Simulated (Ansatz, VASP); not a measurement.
# Cross-check of GaN between VASP and Ansatz, part 2 of 3

One calculation is typed for both programs; each brings its own data sets. How far apart do they land? The cell is taken from a series of runs on this material, whose earlier steps may have relaxed, scaled, displaced or heated it; both programs get it as it stands.

VASP 6.6.1 and Ansatz 0.2.0.

So far: Set-up; Ansatz: zone-centre phonons, LDA, pair 1.

### 3. VASP: zone-centre phonons, LDA, pair 1

Level of this step: LDA; plane waves and PAW (N, Ga_d) (VASP).

The same cell, functional (in two slightly different forms) and mesh now go to VASP, with its own data sets.

Lines of VASP's logs that name or quote its potential files are left out, and so is its time.

File INCAR:

```
SYSTEM = GaN
PREC = Accurate
ENCUT = 600
EDIFF = 1E-08
NELM = 120
ISMEAR = 0
SIGMA = 0.01
LREAL = .FALSE.
ALGO = Normal
GGA = CA
NBANDS = 15
LORBIT = 11
LWAVE = .FALSE.
LCHARG = .FALSE.
ISIF = 2
IBRION = 8
LEPSILON = .TRUE.
LASPH = .TRUE.
GGA_COMPAT = .FALSE.
EFERMI = MIDGAP
KPAR = 2
```

File POSCAR:

```
GaN
1.0
    0.0000000000      2.2423552825      2.2423552825
    2.2423552825      0.0000000000      2.2423552825
    2.2423552825      2.2423552825      0.0000000000
N Ga
1 1
Direct
    0.2500000000      0.2500000000      0.2500000000
    0.0000000000      0.0000000000      0.0000000000
```

File KPOINTS:

```
Automatic mesh
0
Gamma
12 12 12
0 0 0
```

The projector-augmented-wave data sets are N and Ga_d (LDA family, release 64).

The run is started by

```console
$ mpirun -np 2 vasp_std
```

Numbers of over 12 decimals in the logs are rounded to 6 here.

Output:

```text
[banner, memory and clock lines left out]
running    2 mpi-ranks, on    1 nodes
 distrk:  each k-point on    1 cores,    2 groups
 distr:  one band on    1 cores,    1 groups

 POSCAR found type information on POSCAR N Ga
 POSCAR found :  2 types and       2 ions
 LDA part: xc-table for (Slater(with rela. corr.)+CA(PZ))
 , standard interpolation
 POSCAR, INCAR and KPOINTS ok, starting setup
 FFT: planning ... GRIDC
 FFT: planning ... GRID_SOFT
 FFT: planning ... GRID
 WAVECAR not read
 entering main loop
       N       E                     dE             d eps       ncg     rms          rms(c)
DAV:   1     0.855844855322E+02    0.85584E+02   -0.10236E+04  2383   0.231E+03
DAV:   2    -0.965059764444E+01   -0.95235E+02   -0.88592E+02  2489   0.356E+02
DAV:   3    -0.159076146089E+02   -0.62570E+01   -0.62280E+01  2349   0.766E+01
DAV:   4    -0.159806780101E+02   -0.73063E-01   -0.73048E-01  2714   0.866E+00
DAV:   5    -0.159816801682E+02   -0.10022E-02   -0.10021E-02  2491   0.977E-01    0.753E+00
DAV:   6    -0.139987556235E+02    0.19829E+01   -0.52265E+00  3226   0.435E+01    0.266E+00
DAV:   7    -0.139699396216E+02    0.28816E-01   -0.26068E-01  2503   0.653E+00    0.167E+00
DAV:   8    -0.139454571663E+02    0.24482E-01   -0.74422E-02  2524   0.297E+00    0.720E-01
DAV:   9    -0.139419470820E+02    0.35101E-02   -0.12274E-02  2918   0.239E+00    0.216E-01
DAV:  10    -0.139420663870E+02   -0.11930E-03   -0.15080E-03  2739   0.544E-01    0.965E-02
DAV:  11    -0.139419860901E+02    0.80297E-04   -0.25546E-04  3310   0.305E-01    0.181E-02
DAV:  12    -0.139419881017E+02   -0.20116E-05   -0.18984E-05  2440   0.487E-02    0.690E-03
DAV:  13    -0.139419880213E+02    0.80339E-07   -0.75106E-07  3424   0.148E-02    0.376E-03
DAV:  14    -0.139419880241E+02   -0.28163E-08   -0.74945E-08  2419   0.267E-03
   1 F= -.13941988E+02 E0= -.13941988E+02  d E =0.000000E+00
 Linear response reoptimize wavefunctions to high precision
DAV:   1    -0.139419880217E+02    0.24052E-08   -0.42501E-09  2622   0.572E-04
DAV:   2    -0.139419880218E+02   -0.24102E-10   -0.11375E-10  1472   0.917E-05
 Linear response G [H, r] |phi>, progress :
  Direction:   1
       N       E                     dE             d eps       ncg     rms
 LRF_COMMUTATOR internal error: the vector H(1)-e(1) S(1) |phi(0)> is not orthog
 onal to |phi(0)> (-1.063765362701030E-004,3.941291737419306E-015)
 LRF_COMMUTATOR internal error: the vector H(1)-e(1) S(1) |phi(0)> is not orthog
 onal to |phi(0)> (1.227633728073732E-004,1.666548843370919E-014)
 LRF_COMMUTATOR internal error: the vector H(1)-e(1) S(1) |phi(0)> is not orthog
 onal to |phi(0)> (-1.061894792560025E-004,-1.165734175856414E-015)
RMM:   1    -0.453385004287E+02   -0.45339E+02   -0.15851E-01  2628   0.271E+02
 LRF_COMMUTATOR internal error: the vector H(1)-e(1) S(1) |phi(0)> is not orthog
 onal to |phi(0)> (-1.063765362701030E-004,3.941291737419306E-015)
 LRF_COMMUTATOR internal error: the vector H(1)-e(1) S(1) |phi(0)> is not orthog
 onal to |phi(0)> (1.227633728073732E-004,1.666548843370919E-014)
 LRF_COMMUTATOR internal error: the vector H(1)-e(1) S(1) |phi(0)> is not orthog
 onal to |phi(0)> (-1.061894792560025E-004,-1.165734175856414E-015)
RMM:   2    -0.474145553094E+02   -0.20761E+01   -0.65650E+01  4176   0.587E+01
 LRF_COMMUTATOR internal error: the vector H(1)-e(1) S(1) |phi(0)> is not orthog
 onal to |phi(0)> (-1.061894792560025E-004,-1.165734175856414E-015)
 LRF_COMMUTATOR internal error: the vector H(1)-e(1) S(1) |phi(0)> is not orthog
 onal to |phi(0)> (-1.063765362701030E-004,3.941291737419306E-015)
 LRF_COMMUTATOR internal error: the vector H(1)-e(1) S(1) |phi(0)> is not orthog
 onal to |phi(0)> (1.227633728073732E-004,1.666548843370919E-014)
RMM:   3    -0.494829168937E+02   -0.20684E+01   -0.34423E+00  4411   0.165E+01
RMM:   4    -0.495174484953E+02   -0.34532E-01   -0.17364E-02  4688   0.357E+00
RMM:   5    -0.495370792887E+02   -0.19631E-01   -0.16455E-02  4768   0.746E-01
RMM:   6    -0.495361418240E+02    0.93746E-03    0.22929E-03  4816   0.235E-01
RMM:   7    -0.495365405735E+02   -0.39875E-03   -0.61002E-04  4859   0.738E-02
RMM:   8    -0.495364254940E+02    0.11508E-03    0.69257E-04  4890   0.257E-02
RMM:   9    -0.495364971692E+02   -0.71675E-04    0.11998E-05  4827   0.846E-03
RMM:  10    -0.495364805029E+02    0.16666E-04    0.18322E-04  4685   0.358E-03
RMM:  11    -0.495364930946E+02   -0.12592E-04    0.57818E-05  4284   0.198E-03
RMM:  12    -0.495364919505E+02    0.11441E-05    0.69292E-05  3853   0.141E-03
RMM:  13    -0.495364937257E+02   -0.17752E-05    0.54687E-05  3268   0.126E-03
RMM:  14    -0.495364930280E+02    0.69767E-06    0.67830E-05  2832   0.123E-03
RMM:  15    -0.495364934906E+02   -0.46261E-06    0.53051E-05  2527   0.124E-03
RMM:  16    -0.495364936429E+02   -0.15225E-06    0.48297E-05  2430   0.123E-03
 Linear response G [H, r] |phi>, progress :
  Direction:   2
       N       E                     dE             d eps       ncg     rms
[...]
RMM:   3    -0.366645022570E+00   -0.20266E-02   -0.50000E-03  4526   0.366E-01
RMM:   4    -0.366672511473E+00   -0.27489E-04   -0.10778E-04  4622   0.827E-02
RMM:   5    -0.366673852011E+00   -0.13405E-05   -0.78684E-06  4612   0.212E-02
RMM:   6    -0.366673964323E+00   -0.11231E-06   -0.69200E-07  4667   0.645E-03
[...]
RMM:   8    -0.317450974208E+00    0.14733E-05   -0.14014E-06 17925   0.411E-03    0.217E-04
RMM:   9    -0.317454603672E+00   -0.36295E-05   -0.30935E-07 17598   0.959E-04    0.759E-05
RMM:  10    -0.317453018521E+00    0.15852E-05   -0.11973E-07 17284   0.296E-04    0.241E-05
RMM:  11    -0.317452975435E+00    0.43086E-07   -0.13828E-08 10986   0.101E-04    0.102E-05
RMM:  12    -0.317453069227E+00   -0.93792E-07    0.21763E-08  6572   0.641E-05    0.152E-06
 change of polarisation eV/A/(eV/A) component  1 :     0.602     0.120     0.066
 dielectric tensor                  component  1 :     5.835     0.965     0.531
 Linear response to external field, progress :
  Direction:   2
       N       E                     dE             d eps       ncg     rms          rms(c)
RMM:   1    -0.478590984579E-01   -0.47859E-01    0.17413E+00  9101   0.744E+00
RMM:   2    -0.313525643438E+00   -0.26567E+00   -0.30037E-02 17223   0.148E+00    0.860E-01
RMM:   3    -0.308468302161E+00    0.50573E-02   -0.48864E-03 16948   0.570E-01    0.490E-01
RMM:   4    -0.317065826610E+00   -0.85975E-02   -0.45990E-03 17057   0.583E-01    0.346E-02
RMM:   5    -0.317172285323E+00   -0.10646E-03   -0.31171E-04 17642   0.139E-01    0.284E-02
RMM:   6    -0.317257602388E+00   -0.85317E-04   -0.35925E-05 17323   0.350E-02    0.115E-02
RMM:   7    -0.317451989441E+00   -0.19439E-03   -0.61161E-06 17136   0.140E-02    0.151E-03
RMM:   8    -0.317450805746E+00    0.11837E-05   -0.11208E-06 17909   0.410E-03    0.206E-04
RMM:   9    -0.317454173988E+00   -0.33682E-05   -0.24179E-07 17712   0.959E-04    0.812E-05
RMM:  10    -0.317452794001E+00    0.13800E-05   -0.88001E-08 17287   0.303E-04    0.242E-05
RMM:  11    -0.317452701945E+00    0.92056E-07   -0.13048E-08 11057   0.103E-04    0.111E-05
RMM:  12    -0.317452821077E+00   -0.11913E-06    0.17838E-08  6635   0.645E-05    0.182E-06
 change of polarisation eV/A/(eV/A) component  2 :     0.098     0.602     0.065
 dielectric tensor                  component  2 :     0.784     5.835     0.520
 Linear response to external field, progress :
  Direction:   3
       N       E                     dE             d eps       ncg     rms          rms(c)
RMM:   1    -0.480617533410E-01   -0.48062E-01    0.17392E+00  9099   0.743E+00
RMM:   2    -0.313521373894E+00   -0.26546E+00   -0.30046E-02 17227   0.148E+00    0.860E-01
RMM:   3    -0.308468395679E+00    0.50530E-02   -0.48989E-03 16949   0.570E-01    0.490E-01
RMM:   4    -0.317067144900E+00   -0.85987E-02   -0.46061E-03 17049   0.583E-01    0.346E-02
RMM:   5    -0.317172427932E+00   -0.10528E-03   -0.31038E-04 17661   0.139E-01    0.284E-02
RMM:   6    -0.317257058641E+00   -0.84631E-04   -0.36060E-05 17336   0.350E-02    0.115E-02
RMM:   7    -0.317452132590E+00   -0.19507E-03   -0.59631E-06 17143   0.140E-02    0.150E-03
RMM:   8    -0.317450673468E+00    0.14591E-05   -0.11605E-06 17907   0.411E-03    0.212E-04
RMM:   9    -0.317454356896E+00   -0.36834E-05   -0.23465E-07 17636   0.962E-04    0.769E-05
RMM:  10    -0.317452755802E+00    0.16011E-05   -0.90331E-08 17273   0.299E-04    0.242E-05
RMM:  11    -0.317452723494E+00    0.32308E-07   -0.17498E-09 11061   0.102E-04    0.100E-05
RMM:  12    -0.317452817756E+00   -0.94262E-07    0.19318E-08  6502   0.640E-05    0.154E-06
 change of polarisation eV/A/(eV/A) component  3 :     0.079     0.107     0.602
 dielectric tensor                  component  3 :     0.635     0.861     5.835
 Linear response DOF=           2
 Linear response progress:
  Degree of freedom:   1/  2
       N       E                     dE             d eps       ncg     rms          rms(c)
RMM:   1    -0.235736280367E+00   -0.23574E+00    0.89834E-02 19423   0.397E+00
RMM:   2    -0.226762188793E+00    0.89741E-02   -0.84118E-03 14541   0.103E+00    0.141E-01
RMM:   3    -0.227835369213E+00   -0.10732E-02   -0.15311E-03 16088   0.331E-01    0.692E-02
RMM:   4    -0.229014780057E+00   -0.11794E-02   -0.34077E-04 15935   0.131E-01    0.174E-02
RMM:   5    -0.229091804272E+00   -0.77024E-04   -0.11462E-05 16583   0.306E-02    0.285E-03
RMM:   6    -0.229040605134E+00    0.51199E-04   -0.73307E-07 16088   0.799E-03    0.129E-03
RMM:   7    -0.229035141488E+00    0.54636E-05   -0.67032E-08 17005   0.197E-03    0.281E-04
RMM:   8    -0.229032544772E+00    0.25967E-05   -0.19433E-08 16698   0.566E-04    0.286E-05
RMM:   9    -0.229032208715E+00    0.33606E-06   -0.60228E-09 16964   0.184E-04    0.112E-05
RMM:  10    -0.229032375148E+00   -0.16643E-06   -0.42251E-09 16694   0.937E-05    0.116E-06
RMM:  11    -0.229032368589E+00    0.65589E-08   -0.39714E-09 16489   0.608E-05    0.355E-07
 first order change of Fermi-energy  -0.66258E+00
 force on displaced ion       1 direction 1 : -12.566   0.000   0.000
 Born effective charge ion    1 direction 1 :  -2.635   0.000   0.000
 Linear response progress:
  Degree of freedom:   2/  2
       N       E                     dE             d eps       ncg     rms          rms(c)
RMM:   1    -0.163260980675E+00   -0.16326E+00    0.25774E-01 10728   0.911E+00
RMM:   2    -0.161115434139E+00    0.21455E-02   -0.33062E-02 16287   0.165E+00    0.550E-02
RMM:   3    -0.161302562675E+00   -0.18713E-03   -0.24672E-03 16581   0.394E-01    0.333E-02
RMM:   4    -0.160911120692E+00    0.39144E-03   -0.16046E-04 17316   0.110E-01    0.345E-03
RMM:   5    -0.160920617583E+00   -0.94969E-05    0.15199E-06 17844   0.317E-02    0.207E-03
RMM:   6    -0.160916344816E+00    0.42728E-05    0.78081E-06 17862   0.101E-02    0.323E-04
RMM:   7    -0.160917126957E+00   -0.78214E-06    0.31457E-06 18107   0.353E-03    0.203E-04
RMM:   8    -0.160917216180E+00   -0.89223E-07    0.21537E-06 17926   0.126E-03    0.341E-05
RMM:   9    -0.160917289903E+00   -0.73723E-07    0.93630E-07 18071   0.486E-04    0.123E-05
RMM:  10    -0.160917217452E+00    0.72451E-07    0.54281E-07 17909   0.216E-04    0.326E-06
RMM:  11    -0.160917257287E+00   -0.39835E-07    0.82682E-09 18276   0.115E-04    0.103E-06
RMM:  12    -0.160917217216E+00    0.40071E-07    0.34144E-07 17910   0.775E-05    0.257E-07
RMM:  13    -0.160917253768E+00   -0.36552E-07   -0.49955E-08 14744   0.614E-05    0.126E-07
RMM:  14    -0.160917235725E+00    0.18043E-07    0.13234E-07 10606   0.548E-05    0.512E-08
 first order change of Fermi-energy   0.66289E+00
 force on displaced ion       2 direction 1 : -12.581  -0.000  -0.000
 Born effective charge ion    2 direction 1 :   2.634   0.000   0.000
 Born effective charges drift removed
 Linear response finished
```

Parts of OUTCAR (step 3):

```text
ion  position               nearest neighbor table
   1  0.250  0.250  0.250-   2 1.94   2 1.94   2 1.94   2 1.94
   2  0.000  0.000  0.000-   1 1.94   1 1.94   1 1.94   1 1.94

  LATTYP: Found a face centered cubic cell.
 ALAT       =     4.4847105650

 Subroutine GETGRP returns: Found 24 space group operations
 (whereof 24 operations were pure point group operations)

The static configuration has the point symmetry T_d .

 Found     72 irreducible k-points:

   k-points           NKPTS =     72   k-points in BZ     NKDIM =     72   number of bands    NBANDS=     15

   dimension x,y,z NGX =    28 NGY =   28 NGZ =   28
   dimension x,y,z NGXF=    56 NGYF=   56 NGZF=   56

   ENCUT  =  600.0 eV  44.10 Ry    6.64 a.u.   6.33  6.33  6.33*2*pi/ulx,y,z

   NELECT =      18.0000    total number of electrons

 k-points in reciprocal lattice and weights: Automatic mesh
   0.00000000  0.00000000  0.00000000       0.001
   0.08333333  0.00000000  0.00000000       0.005
   0.16666667  0.00000000  0.00000000       0.005
   0.25000000  0.00000000  0.00000000       0.005
   0.33333333  0.00000000  0.00000000       0.005
   0.41666667  0.00000000  0.00000000       0.005
   0.50000000  0.00000000  0.00000000       0.002
   0.08333333  0.08333333  0.00000000       0.003
   0.16666667  0.08333333  0.00000000       0.014
[...]
-0.33333333  0.50000000  0.16666667       0.007
  -0.25000000  0.50000000  0.25000000       0.003

 average (electrostatic) potential at core
       1 -61.8493       2 -64.5873

  Total       -0.4067739     -0.4067739     -0.4067739      0.0000000      0.0000000      0.0000000
  in kB      -28.9014976    -28.9014976    -28.9014976      0.0000000      0.0000000      0.0000000
  external PRESSURE =     -28.9014976 kB  Pullay stress =       0.0000000 kB

  energy-cutoff  :      600.00
  volume of cell :       22.55
      direct lattice vectors                 reciprocal lattice vectors
     0.000000000  2.242355283  2.242355283    -0.222979830  0.222979830  0.222979830
     2.242355283  0.000000000  2.242355283     0.222979830 -0.222979830  0.222979830
     2.242355283  2.242355283  0.000000000     0.222979830  0.222979830 -0.222979830

 POSITION                                       TOTAL-FORCE (eV/Angst)
 -----------------------------------------------------------------------------------
      1.12118      1.12118      1.12118        -0.000000      0.000000      0.000000
      0.00000      0.00000      0.00000         0.000000     -0.000000     -0.000000
 -----------------------------------------------------------------------------------
    total drift:                                0.000000      0.000000      0.000000

 MACROSCOPIC STATIC DIELECTRIC TENSOR (including local field effects in DFT)
 ------------------------------------------------------
           5.834537    -0.000000    -0.000000
           0.000000     5.834537     0.000000
          -0.000000     0.000000     5.834537
 ------------------------------------------------------

 PIEZOELECTRIC TENSOR (including local field effects)  for field in x, y, z        (C/m^2)
          XX          YY          ZZ          XY          YZ          ZX
  --------------------------------------------------------------------------------
  x     0.00000    -0.00000    -0.00000     0.00000    -1.01655     0.00000
  y    -0.00000    -0.00000    -0.00000     0.00000     0.00000    -1.01655
  z    -0.00000    -0.00000    -0.00000    -1.01655     0.00000     0.00000

 BORN EFFECTIVE CHARGES (including local field effects) (in |e|, cummulative output)
 ---------------------------------------------------------------------------------
 ion    1
    1    -2.63434    -0.00000     0.00000
    2    -0.00000    -2.63434     0.00000
    3     0.00000    -0.00000    -2.63434
 ion    2
    1     2.63434     0.00000    -0.00000
    2     0.00000     2.63434     0.00000
    3     0.00000     0.00000     2.63434

 Eigenvectors and eigenvalues of the dynamical matrix
 ----------------------------------------------------

   1 f  =   16.231102 THz   101.983020 2PiTHz  541.411274 cm-1    67.126413 meV
             X         Y         Z           dx          dy          dz
      1.121178  1.121178  1.121178     0.000000    0.000000   -0.912472
      0.000000  0.000000  0.000000     0.000000    0.000000    0.409140

   2 f  =   16.231102 THz   101.983020 2PiTHz  541.411274 cm-1    67.126413 meV
             X         Y         Z           dx          dy          dz
      1.121178  1.121178  1.121178     0.912472   -0.000000    0.000000
      0.000000  0.000000  0.000000    -0.409140    0.000000    0.000000

   3 f  =   16.231102 THz   101.983020 2PiTHz  541.411274 cm-1    67.126413 meV
             X         Y         Z           dx          dy          dz
      1.121178  1.121178  1.121178     0.000000    0.912472    0.000000
      0.000000  0.000000  0.000000    -0.000000   -0.409140    0.000000

   4 f/i=    0.003644 THz     0.022894 2PiTHz    0.121543 cm-1     0.015069 meV
             X         Y         Z           dx          dy          dz
      1.121178  1.121178  1.121178    -0.381386    0.148109   -0.002073
      0.000000  0.000000  0.000000    -0.850573    0.330316   -0.004622

   5 f/i=    0.003644 THz     0.022894 2PiTHz    0.121543 cm-1     0.015069 meV
             X         Y         Z           dx          dy          dz
      1.121178  1.121178  1.121178    -0.025815   -0.060824    0.403769
      0.000000  0.000000  0.000000    -0.057573   -0.135650    0.900494

   6 f/i=    0.003644 THz     0.022894 2PiTHz    0.121543 cm-1     0.015069 meV
             X         Y         Z           dx          dy          dz
      1.121178  1.121178  1.121178     0.145857    0.376510    0.066043
      0.000000  0.000000  0.000000     0.325293    0.839699    0.147290

 MACROSCOPIC STATIC DIELECTRIC TENSOR IONIC CONTRIBUTION
 ------------------------------------------------------
           4.429057     0.000000     0.000000
           0.000000     4.429057     0.000000
           0.000000     0.000000     4.429057
 ------------------------------------------------------

 ELASTIC MODULI CONTR FROM IONIC RELAXATION (kBar)
 Direction    XX          YY          ZZ          XY          YZ          ZX
 --------------------------------------------------------------------------------
 XX          -0.0000      0.0000      0.0000     -0.0000      0.0000     -0.0000
 YY           0.0000     -0.0000     -0.0000     -0.0000     -0.0000      0.0000
 ZZ           0.0000     -0.0000     -0.0000      0.0000     -0.0000     -0.0000
 XY          -0.0000     -0.0000      0.0000   -359.3006     -0.0000     -0.0000
 YZ           0.0000     -0.0000     -0.0000     -0.0000   -359.3006     -0.0000
 ZX          -0.0000      0.0000     -0.0000     -0.0000     -0.0000   -359.3006
 --------------------------------------------------------------------------------

 PIEZOELECTRIC TENSOR IONIC CONTR  for field in x, y, z        (C/m^2)
          XX          YY          ZZ          XY          YZ          ZX
  --------------------------------------------------------------------------------
  x    -0.00000     0.00000     0.00000     0.00000     1.18702     0.00000
  y     0.00000    -0.00000     0.00000     0.00000     0.00000     1.18702
  z     0.00000     0.00000    -0.00000     1.18702     0.00000     0.00000
```

The dielectric response converges more slowly with the mesh than energies do, so tensor and charges may still move on a finer one.

### 4. Comparison

Known differences besides the potentials themselves: the two LDA forms differ slightly; fixed occupations in Ansatz, narrow Gaussian smearing in VASP; VASP's response is taken on the typed mesh, Ansatz refines its own for the field response alone; the cutoff is 420 eV in Ansatz and 600 eV in VASP; VASP's log shows a relativistic correction to its local exchange, Ansatz's none; VASP's log repeats an internal error in its field response. Total energies have different zeros and are not compared.

The two programs side by side:

```csv
quantity,Ansatz,VASP,difference
ε∞ xx,5.87,5.83,+0.58 %
ε∞ yy,5.87,5.83,+0.58 %
ε∞ zz,5.87,5.83,+0.58 %
Born charge of N1 (mean of the diagonal) (e),-2.64,-2.63,-0.01
Born charge of Ga2 (mean of the diagonal) (e),2.64,2.63,+0.01
optical mode 1 to 3 (cm⁻¹),536.3,541.4,-0.95 %
```

Modes are paired by rising frequency, not by their patterns, so a pair may set unlike modes beside each other; they are those without the splitting of longitudinal modes.

(Part 2 of 3 ends here.)

[Lines on the potential files, build, host, timing and source positions are cut from VASP's logs without a mark.]

[Logs are printed without paths, hosts, clocks, repeated set-up lines and the standing remarks that a program may print on its own settings, such as how far it seeks lower states.]

[Hosts, paths, dates, database ids (printed as entryN), source tags and the programs' standing remarks are cut or masked in the printed files.]
